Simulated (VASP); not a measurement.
Output of a VASP run:

File OSZICAR:
```
       N       E                     dE             d eps       ncg     rms          rms(c)
DAV:   1     0.621547710941E+02    0.62155E+02   -0.58498E+03  2976   0.108E+03
DAV:   2    -0.111402841344E+02   -0.73295E+02   -0.63556E+02  3115   0.217E+02
DAV:   3    -0.150035846899E+02   -0.38633E+01   -0.38099E+01  3292   0.592E+01
DAV:   4    -0.150316718273E+02   -0.28087E-01   -0.28074E-01  3237   0.493E+00
DAV:   5    -0.150318688880E+02   -0.19706E-03   -0.19706E-03  3252   0.433E-01    0.183E+01
DAV:   6    -0.126499496279E+02    0.23819E+01   -0.18492E+01  3831   0.824E+01    0.241E+01
DAV:   7    -0.125247175859E+02    0.12523E+00   -0.14577E+00  3438   0.296E+01    0.123E+01
DAV:   8    -0.125191298753E+02    0.55877E-02   -0.18636E-01  3626   0.507E+00    0.689E+00
DAV:   9    -0.125069130996E+02    0.12217E-01   -0.15356E-02  3110   0.172E+00    0.753E-01
DAV:  10    -0.125070922146E+02   -0.17911E-03   -0.69374E-03  3944   0.118E+00    0.123E-01
DAV:  11    -0.125072232709E+02   -0.13106E-03   -0.36070E-04  3288   0.244E-01    0.663E-02
DAV:  12    -0.125072669067E+02   -0.43636E-04   -0.19662E-05  3363   0.698E-02    0.305E-02
DAV:  13    -0.125072854593E+02   -0.18553E-04   -0.99647E-06  3389   0.399E-02    0.822E-03
DAV:  14    -0.125072871220E+02   -0.16627E-05   -0.28270E-06  2626   0.205E-02    0.394E-03
DAV:  15    -0.125072872654E+02   -0.14336E-06   -0.21914E-07  1471   0.605E-03
   1 F= -.12507287E+02 E0= -.12495403E+02  d E =-.237683E-01  mag=     4.0012
```

**OUTCAR**
```
------------------------ aborting loop because EDIFF is reached ----------------------------------------
  FORCE on cell =-STRESS in cart. coord.  units (eV):
  Direction    XX          YY          ZZ          XY          YZ          ZX
  --------------------------------------------------------------------------------------
  Total        0.5679099      0.5679099      0.5679099     -0.0000000      0.0000000      0.0000000
  in kB       48.0407840     48.0407840     48.0407840     -0.0000000      0.0000000      0.0000000
  external PRESSURE =      48.0407840 kB  Pullay stress =       0.0000000 kB
  volume of cell :       18.94
      direct lattice vectors                 reciprocal lattice vectors
     0.000000000  2.115680000  2.115680000    -0.236330636  0.236330636  0.236330636
     2.115680000  0.000000000  2.115680000     0.236330636 -0.236330636  0.236330636
     2.115680000  2.115680000  0.000000000     0.236330636  0.236330636 -0.236330636
 POSITION                                       TOTAL-FORCE (eV/Angst)
 -----------------------------------------------------------------------------------
      0.00000      0.00000      0.00000        -0.000000     -0.000000     -0.000000
      2.11568      2.11568      2.11568         0.000000      0.000000      0.000000
 -----------------------------------------------------------------------------------
    total drift:                                0.000000     -0.000000      0.000000
  FREE ENERGIE OF THE ION-ELECTRON SYSTEM (eV)
  ---------------------------------------------------
  free  energy   TOTEN  =       -12.5072872654 eV

  energy  without entropy=      -12.4835189798  energy(sigma->0) =      -12.49540312

 total charge

# of ion       s       p       d       tot
------------------------------------------
    1        1.578   3.509   0.000   5.086
    2        0.310   0.408   6.125   6.842
--------------------------------------------------
tot          1.887   3.916   6.125  11.929

 magnetization (x)

# of ion       s       p       d       tot
------------------------------------------
    1        0.022   0.175   0.000   0.197
    2        0.026   0.021   3.808   3.854
--------------------------------------------------
tot          0.048   0.196   3.808   4.051
```
(Selected blocks of OUTCAR.)

### POSCAR
```
FeO
1
    0.0000000000     2.1156800000     2.1156800000
    2.1156800000     0.0000000000     2.1156800000
    2.1156800000     2.1156800000     0.0000000000
O Fe
1 1
Direct
  0.0000000000   0.0000000000   0.0000000000
  0.5000000000   0.5000000000   0.5000000000
```

Problem. Reconstruct the remaining input files.

Solution. Several could match; the one computed here: the input of the run itself, PBE GGA + U (Dudarev), plane waves, VASP's PBE PAW potentials (set 64).

KPOINTS:
```
Automatic mesh
0
Gamma
11 11 11
0 0 0
```

**INCAR**
```
! general
SYSTEM  =FeO
PREC    =Accurate
ENCUT   =400
LREAL   =F
LASPH   =T

! electronic loop
EDIFF   =1E-6
NELM    =100
ALGO    =Normal
LMAXMIX =4

! smearing
ISMEAR  =0
SIGMA   =0.2

! functional
GGA     =PE

! spin
ISPIN   =2
MAGMOM  =0.0 4.0

! DFT+U
LDAU    =T
LDAUTYPE=2
LDAUL   =-1 2
LDAUU   =0 5.0
LDAUJ   =0 0

! ions
ISIF    =2

! output
LWAVE   =F
LCHARG  =F
LORBIT  =11
```

POTCAR, in this order: O Fe (PBE.64 set). Program: vasp_std.

At this cut-off the stress carries a Pulay error, which pulls relaxed volumes low. The moments were started parallel, and other spin orders were not tried in this run.

The structure was generated: FeO was put into an ordered model structure, which need not be its known phase. The cell was not relaxed at this level. The run is one of a series of settings (LDAU = .TRUE., LDAUJ = 0 0, LDAUL = -1 2, LDAUTYPE = 2, LDAUU = 0 5.0 against the base run), some of them coarse on purpose. A gapless solution with U can be a metastable orbital state.
